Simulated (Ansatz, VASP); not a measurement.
**MoS2 in two plane-wave programs**

Aim: how closely do two programs agree when they are given the same cell, functional and k mesh? The cell is taken from a series of runs on this material, whose earlier steps may have relaxed, scaled, displaced or heated it; both programs get it as it stands.

Calculated with Ansatz 0.2.0; plane waves, with VASP 6.6.1 beside it; zone-centre phonons at PBEsol.

### 1. Starting point

The structure is hexagonal, space group P6_3/mmc (No. 194). Conventional cell: a = 3.141 Å, b = 3.141 Å, c = 12.581 Å, α = 90.00°, β = 90.00°, γ = 120.00°. Nearest to Mo lie 6 S at 2.39 Å. S has 3 Mo at 2.39 Å nearest. Farther neighbours and most contacts between anions are not listed.

### 2. VASP: zone-centre phonons, PBEsol

Second derivatives magnify differences that forces hide, and they need a tight electronic threshold.

Lines of VASP's logs that name or quote its potential files are left out, and so is its time.

Contents of INCAR:

```
SYSTEM = MoS2
PREC = Accurate
ENCUT = 500
EDIFF = 1E-08
NELM = 120
ISMEAR = 0
SIGMA = 0.01
LREAL = .FALSE.
ALGO = Normal
GGA = PS
NBANDS = 32
LASPH = .TRUE.
LORBIT = 11
LWAVE = .FALSE.
LCHARG = .FALSE.
ISIF = 2
IBRION = 8
GGA_COMPAT = .FALSE.
EFERMI = MIDGAP
KPAR = 2
```

Contents of POSCAR:

```
MoS2
1.0
    3.1413972290      0.0000000000      0.0000000000
   -1.5706986145      2.7205298037      0.0000000000
    0.0000000000      0.0000000000     12.5812874461
Mo S
2 4
Direct
    0.3333333333      0.6666666667      0.2500000000
    0.6666666667      0.3333333333      0.7500000000
    0.3333333333      0.6666666667      0.6260796326
    0.6666666667      0.3333333333      0.1260796326
    0.3333333333      0.6666666667      0.8739203674
    0.6666666667      0.3333333333      0.3739203674
```

Contents of KPOINTS:

```
Automatic mesh
0
Gamma
9 9 2
0 0 0
```

The projector-augmented-wave data sets are Mo_sv and S (PBE family, release 64).

Command:

```console
> mpirun -np 2 vasp_std
```

Numbers of over 12 decimals in the logs are rounded to 6 here.

The log of the run:

```text
[banner, memory and clock lines left out]
running    2 mpi-ranks, on    1 nodes
 distrk:  each k-point on    1 cores,    2 groups
 distr:  one band on    1 cores,    1 groups

 POSCAR found type information on POSCAR MoS
 POSCAR found :  2 types and       6 ions
|                                                                             |
|               ----> ADVICE to this user running VASP <----                  |
|                                                                             |
|     You enforced a specific xc type in the INCAR file but a different       |
|     [... a line on the potential file left out ...]
|     I HOPE YOU KNOW WHAT YOU ARE DOING!                                     |
|                                                                             |

 LDA part: xc-table for (Slater+PW92), standard interpolation
 POSCAR, INCAR and KPOINTS ok, starting setup
 FFT: planning ... GRIDC
 FFT: planning ... GRID_SOFT
 FFT: planning ... GRID
 WAVECAR not read
 entering main loop
       N       E                     dE             d eps       ncg     rms          rms(c)
DAV:   1     0.438673823729E+03    0.43867E+03   -0.29180E+04  1720   0.150E+03
DAV:   2    -0.259156871257E+02   -0.46459E+03   -0.45375E+03  1848   0.386E+02
DAV:   3    -0.493176428263E+02   -0.23402E+02   -0.23222E+02  2024   0.763E+01
DAV:   4    -0.497832491809E+02   -0.46561E+00   -0.46487E+00  1904   0.109E+01
DAV:   5    -0.497949197488E+02   -0.11671E-01   -0.11660E-01  2024   0.163E+00    0.367E+01
DAV:   6    -0.476135707081E+02    0.21813E+01   -0.17960E+01  1688   0.237E+01    0.128E+01
DAV:   7    -0.472527649632E+02    0.36081E+00   -0.79367E+00  1720   0.148E+01    0.840E+00
DAV:   8    -0.469042088306E+02    0.34856E+00   -0.13743E+00  1920   0.670E+00    0.296E+00
DAV:   9    -0.469134204615E+02   -0.92116E-02   -0.14102E-01  1976   0.181E+00    0.135E+00
DAV:  10    -0.469052369084E+02    0.81836E-02   -0.56877E-02  1872   0.140E+00    0.329E-01
DAV:  11    -0.469050859655E+02    0.15094E-03   -0.24469E-03  1960   0.288E-01    0.166E-01
DAV:  12    -0.469050068221E+02    0.79143E-04   -0.31623E-04  1928   0.929E-02    0.827E-02
DAV:  13    -0.469050064119E+02    0.41025E-06   -0.17098E-04  2008   0.659E-02    0.150E-02
DAV:  14    -0.469050068776E+02   -0.46568E-06   -0.16553E-05  1832   0.236E-02    0.211E-02
DAV:  15    -0.469050074617E+02   -0.58413E-06   -0.25121E-06  1880   0.870E-03    0.534E-03
DAV:  16    -0.469050072077E+02    0.25394E-06   -0.13472E-06  1904   0.666E-03    0.117E-03
DAV:  17    -0.469050072641E+02   -0.56396E-07   -0.76880E-08  1768   0.152E-03    0.175E-03
DAV:  18    -0.469050072408E+02    0.23361E-07   -0.49343E-09  1184   0.428E-04    0.976E-04
DAV:  19    -0.469050072293E+02    0.11448E-07   -0.55281E-09  1088   0.349E-04    0.267E-04
DAV:  20    -0.469050072290E+02    0.35379E-09   -0.67361E-10  1088   0.125E-04
   1 F= -.46905007E+02 E0= -.46905007E+02  d E =0.000000E+00
 Linear response reoptimize wavefunctions to high precision
DAV:   1    -0.469050072295E+02   -0.49386E-09   -0.16728E-10  1064   0.477E-05
DAV:   2    -0.469050072294E+02    0.69122E-10   -0.68359E-11  1056   0.280E-05
 Linear response DOF=           4
 Linear response progress:
  Degree of freedom:   1/  4
       N       E                     dE             d eps       ncg     rms          rms(c)
RMM:   1    -0.770712256924E+00   -0.77071E+00    0.36674E+00  5792   0.152E+01
RMM:   2    -0.566645859670E+00    0.20407E+00   -0.28239E-01  7893   0.265E+00    0.192E-01
RMM:   3    -0.565673701735E+00    0.97216E-03   -0.88795E-03 10121   0.420E-01    0.108E-01
RMM:   4    -0.564433496599E+00    0.12402E-02   -0.93528E-04 11363   0.139E-01    0.391E-02
RMM:   5    -0.564193154270E+00    0.24034E-03    0.80788E-05 11756   0.426E-02    0.792E-03
RMM:   6    -0.564282027960E+00   -0.88874E-04    0.42061E-06 10670   0.156E-02    0.176E-03
RMM:   7    -0.564311526280E+00   -0.29498E-04   -0.42186E-06 11483   0.642E-03    0.105E-03
RMM:   8    -0.564326270051E+00   -0.14744E-04   -0.65194E-07 11281   0.312E-03    0.430E-04
RMM:   9    -0.564327240995E+00   -0.97094E-06   -0.37350E-06 11304   0.159E-03    0.152E-04
RMM:  10    -0.564328714714E+00   -0.14737E-05   -0.11314E-06 12071   0.852E-04    0.109E-04
RMM:  11    -0.564330939950E+00   -0.22252E-05   -0.16220E-06 11088   0.549E-04    0.330E-05
RMM:  12    -0.564331678313E+00   -0.73836E-06   -0.85269E-07 12067   0.314E-04    0.116E-05
RMM:  13    -0.564331915557E+00   -0.23724E-06   -0.67932E-07 12442   0.184E-04    0.658E-06
RMM:  14    -0.564332004567E+00   -0.89010E-07   -0.27932E-07 12272   0.118E-04    0.596E-06
RMM:  15    -0.564332128578E+00   -0.12401E-06   -0.28040E-07 11688   0.834E-05    0.444E-06
RMM:  16    -0.564332375446E+00   -0.24687E-06   -0.14916E-07 11237   0.697E-05    0.601E-06
RMM:  17    -0.564332252424E+00    0.12302E-06   -0.69805E-08 10248   0.519E-05    0.177E-06
RMM:  18    -0.564332273276E+00   -0.20852E-07   -0.55201E-08 10149   0.389E-05    0.166E-06
RMM:  19    -0.564332312131E+00   -0.38855E-07   -0.11605E-07 10728   0.342E-05    0.905E-07
RMM:  20    -0.564332309558E+00    0.25727E-08   -0.13772E-09  9962   0.304E-05    0.808E-07
 first order change of Fermi-energy  -0.13509E-03
 force on displaced ion       1 direction 1 : -20.940   0.001   0.000
 Linear response progress:
  Degree of freedom:   2/  4
       N       E                     dE             d eps       ncg     rms          rms(c)
RMM:   1    -0.940382120009E+00   -0.94038E+00    0.41727E+00  1777   0.155E+01
RMM:   2    -0.741067490000E+00    0.19931E+00   -0.30418E-01  2316   0.255E+00    0.211E-01
RMM:   3    -0.739562539288E+00    0.15050E-02   -0.84833E-03  2614   0.429E-01    0.117E-01
RMM:   4    -0.738221721219E+00    0.13408E-02   -0.11096E-03  2862   0.139E-01    0.628E-02
RMM:   5    -0.737988352385E+00    0.23337E-03   -0.59948E-04  3209   0.430E-02    0.356E-02
RMM:   6    -0.737876973007E+00    0.11138E-03   -0.54451E-05  2938   0.211E-02    0.711E-03
RMM:   7    -0.737925349393E+00   -0.48376E-04   -0.14867E-06  2744   0.714E-03    0.216E-03
RMM:   8    -0.737935062900E+00   -0.97135E-05    0.28104E-06  3077   0.309E-03    0.109E-03
RMM:   9    -0.737939131166E+00   -0.40683E-05   -0.56188E-06  3152   0.157E-03    0.572E-04
RMM:  10    -0.737937771636E+00    0.13595E-05    0.89755E-06  2875   0.817E-04    0.114E-04
RMM:  11    -0.737937218539E+00    0.55310E-06    0.37720E-06  3120   0.368E-04    0.546E-05
RMM:  12    -0.737937132147E+00    0.86392E-07    0.42763E-06  3253   0.195E-04    0.351E-05
RMM:  13    -0.737937379697E+00   -0.24755E-06    0.21118E-06  3045   0.124E-04    0.109E-05
RMM:  14    -0.737937321571E+00    0.58126E-07    0.22586E-06  3319   0.866E-05    0.771E-06
[...]
RMM:  30    -0.737937803574E+00    0.71580E-08   -0.30374E-07  1936   0.362E-05    0.341E-07
RMM:  31    -0.737937809517E+00   -0.59430E-08   -0.27919E-07  1948   0.362E-05    0.484E-07
RMM:  32    -0.737937810221E+00   -0.70407E-09   -0.38206E-07  1962   0.362E-05    0.349E-07
RMM:  33    -0.737937806129E+00    0.40927E-08   -0.25640E-07  1921   0.362E-05    0.466E-07
RMM:  34    -0.737937810384E+00   -0.42556E-08   -0.43369E-07  1926   0.362E-05    0.372E-07
RMM:  35    -0.737937807559E+00    0.28252E-08   -0.27073E-07  1917   0.362E-05    0.464E-07
RMM:  36    -0.737937809995E+00   -0.24360E-08   -0.37692E-07  1904   0.362E-05    0.382E-07
RMM:  37    -0.737937812419E+00   -0.24238E-08   -0.30705E-07  1908   0.362E-05    0.439E-07
 first order change of Fermi-energy  -0.45785E-06
 force on displaced ion       1 direction 3 :  -0.000   0.000 -31.114
 Linear response progress:
  Degree of freedom:   3/  4
       N       E                     dE             d eps       ncg     rms          rms(c)
RMM:   1    -0.105452623427E+00   -0.10545E+00   -0.12474E-01 12500   0.138E+00
RMM:   2    -0.913011463994E-01    0.14151E-01   -0.12951E-02  8328   0.431E-01    0.123E-01
RMM:   3    -0.916727082145E-01   -0.37156E-03   -0.72957E-04  9113   0.938E-02    0.705E-02
RMM:   4    -0.919974438344E-01   -0.32474E-03   -0.14178E-04  9174   0.440E-02    0.114E-02
RMM:   5    -0.919745124514E-01    0.22931E-04   -0.91505E-06  9776   0.103E-02    0.589E-03
RMM:   6    -0.919430699184E-01    0.31443E-04   -0.31849E-07  9206   0.433E-03    0.126E-03
RMM:   7    -0.919548050644E-01   -0.11735E-04   -0.17972E-06  9575   0.143E-03    0.582E-04
RMM:   8    -0.919583990426E-01   -0.35940E-05    0.19585E-07  9841   0.516E-04    0.214E-04
RMM:   9    -0.919584372276E-01   -0.38185E-07    0.33268E-07 10242   0.144E-04    0.858E-05
RMM:  10    -0.919582943522E-01    0.14288E-06    0.18946E-08 10035   0.631E-05    0.361E-05
RMM:  11    -0.919582604874E-01    0.33865E-07   -0.35864E-08 10103   0.416E-05    0.595E-06
RMM:  12    -0.919582800440E-01   -0.19557E-07   -0.39490E-09 10279   0.234E-05    0.535E-06
RMM:  13    -0.919582917309E-01   -0.11687E-07    0.11112E-08  9387   0.188E-05    0.105E-06
RMM:  14    -0.919582982719E-01   -0.65410E-08    0.19682E-08  7867   0.175E-05    0.338E-07
 first order change of Fermi-energy   0.20906E-04
 force on displaced ion       3 direction 1 : -10.029  -0.000  -0.001
 Linear response progress:
  Degree of freedom:   4/  4
       N       E                     dE             d eps       ncg     rms          rms(c)
RMM:   1    -0.170020590485E+00   -0.17002E+00   -0.14290E-01  3791   0.149E+00
RMM:   2    -0.149376812192E+00    0.20644E-01   -0.14665E-02  2434   0.469E-01    0.365E-01
RMM:   3    -0.149431568344E+00   -0.54756E-04   -0.14309E-03  2478   0.134E-01    0.253E-01
RMM:   4    -0.149615344364E+00   -0.18378E-03   -0.34877E-04  2457   0.707E-02    0.367E-02
RMM:   5    -0.149636965428E+00   -0.21621E-04   -0.86135E-05  2403   0.417E-02    0.179E-02
RMM:   6    -0.149643342111E+00   -0.63767E-05   -0.75800E-06  2650   0.134E-02    0.553E-03
RMM:   7    -0.149643505766E+00   -0.16365E-06   -0.22379E-06  2757   0.418E-03    0.242E-03
RMM:   8    -0.149645609425E+00   -0.21037E-05    0.33077E-06  2730   0.144E-03    0.681E-04
RMM:   9    -0.149648263578E+00   -0.26542E-05    0.75553E-07  2575   0.662E-04    0.323E-04
RMM:  10    -0.149649188801E+00   -0.92522E-06    0.34423E-07  2942   0.242E-04    0.118E-04
RMM:  11    -0.149649033243E+00    0.15556E-06    0.32494E-07  2714   0.104E-04    0.602E-05
RMM:  12    -0.149649032506E+00    0.73615E-09    0.33990E-08  2914   0.551E-05    0.294E-05
 first order change of Fermi-energy   0.73942E+00
 force on displaced ion       3 direction 3 :  -0.000  -0.000 -17.540
 Linear response finished
```

(Part 1 of 2 ends here.)

[Lines on the potential files, build, host, timing and source positions are cut from VASP's logs without a mark.]

[Logs are printed without paths, hosts, clocks, repeated set-up lines and the standing remarks that a program may print on its own settings, such as how far it seeks lower states.]

[Hosts, paths, dates, database ids (printed as entryN), source tags and the programs' standing remarks are cut or masked in the printed files.]
